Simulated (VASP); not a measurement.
VASP ran on this input.

File KPOINTS:
```
Automatic mesh
0
Gamma
9 9 5
0 0 0
```

INCAR:
```
SYSTEM = Er
PREC = Accurate
ENCUT = 400
EDIFF = 1E-6
NELM = 100
ALGO = Normal
LREAL = .FALSE.
LASPH = .TRUE.
ISMEAR = 1
SIGMA = 0.1
GGA = PE
LMAXMIX = 6
LWAVE = .FALSE.
LCHARG = .FALSE.
ISIF = 2
```

### POSCAR
```
Er
1
    1.7800000000    -3.0830500000     0.0000000000
    1.7800000000     3.0830500000     0.0000000000
    0.0000000000     0.0000000000     5.5900000000
Er
2
Direct
  0.3333330000   0.6666670000   0.2500000000
  0.6666670000   0.3333330000   0.7500000000
```

POTCAR, in this order: Er_3 (PBE.64 set). Program: vasp_gam.

Output of the run:

File standard output:
```
 POSCAR found type information on POSCAR Er
 POSCAR found :  1 types and       2 ions
 Reading from existing POTCAR
 Reading from existing POTCAR
 LDA part: xc-table for (Slater+PW92), standard interpolation

 -----------------------------------------------------------------------------
|                                                                             |
|     EEEEEEE  RRRRRR   RRRRRR   OOOOOOO  RRRRRR      ###     ###     ###     |
|     E        R     R  R     R  O     O  R     R     ###     ###     ###     |
|     E        R     R  R     R  O     O  R     R     ###     ###     ###     |
|     EEEEE    RRRRRR   RRRRRR   O     O  RRRRRR       #       #       #      |
|     E        R   R    R   R    O     O  R   R                               |
|     E        R    R   R    R   O     O  R    R      ###     ###     ###     |
|     EEEEEEE  R     R  R     R  OOOOOOO  R     R     ###     ###     ###     |
|                                                                             |
|     You are using the Gamma-point-only version with more than one           |
|     k-point or some other non-Gamma k-point.                                |
|                                                                             |
|       ---->  I REFUSE TO CONTINUE WITH THIS SICK JOB ... BYE!!! <----       |
|                                                                             |
 -----------------------------------------------------------------------------
```

Q: From input and log, find the fault in this run and mend it.

A: The cause: the Γ-only program was given a k-mesh. VASP stops with an error: You are using the Gamma-point-only version with more than one k-point or some other non-Gamma k-point. ----> I REFUSE TO CONTINUE WITH THIS SICK JOB ... BYE!!! <---- To mend it, run vasp_std.

The mended run (PBE GGA, plane waves, VASP's PBE PAW potentials (set 64)) converges, and its OSZICAR ends with
```
   1 F= -.89905563E+01 E0= -.89908789E+01  d E =0.967783E-03
```

The compound is Er in the hcp structure. The cell was not relaxed at this level. The 4f electrons are frozen in the core of the lanthanide potential, so 4f levels, which can set the real gap, and their magnetism are missing.
